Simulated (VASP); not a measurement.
Here is the system:

```
AgBiCs2Br6
1.0
    0.00000     5.59230     5.59230
    5.59230     0.00000     5.59230
    5.59230     5.59230     0.00000
Cs Ag Bi Br
2 1 1 6
Direct
  0.75000   0.75000   0.75000
  0.25000   0.25000   0.25000
  0.50000   0.50000   0.50000
  0.00000   0.00000   0.00000
  0.74623   0.25377   0.25377
  0.25377   0.74623   0.74623
  0.25377   0.74623   0.25377
  0.74623   0.25377   0.74623
  0.25377   0.25377   0.74623
  0.74623   0.74623   0.25377
```

These are PBEsol GGA, VASP's PBE PAW potentials (set 64) (plane waves; VASP) values and carry that method's errors. Numerical set-up: 400 eV cut-off, 4×4×4 Γ-centred mesh, tetrahedra with Blöchl corrections, potentials Cs_sv Ag Bi_d Br.

Unless said otherwise, spin-orbit coupling is left out, though it shifts the bands of the heavy elements here.

**Question.** Predict the energy per atom (σ→0), band gap (on the k-mesh) with the smallest direct gap where there is one.

**Answer.** 
```
Quantity                                     Result
-----------------------------------  --------------
band gap (on the k-mesh)                    1.10 eV
smallest direct gap (on the k-mesh)         2.34 eV
energy per atom (σ→0)                -3.183 eV/atom
```

Only differences to runs with the same potentials and settings are physical.

The structure comes from a computed database's Cs2AgBiBr6 entry (Fm-3m); how it stands against other phases isn't given here. It was relaxed first, which changed the volume by -8 %.
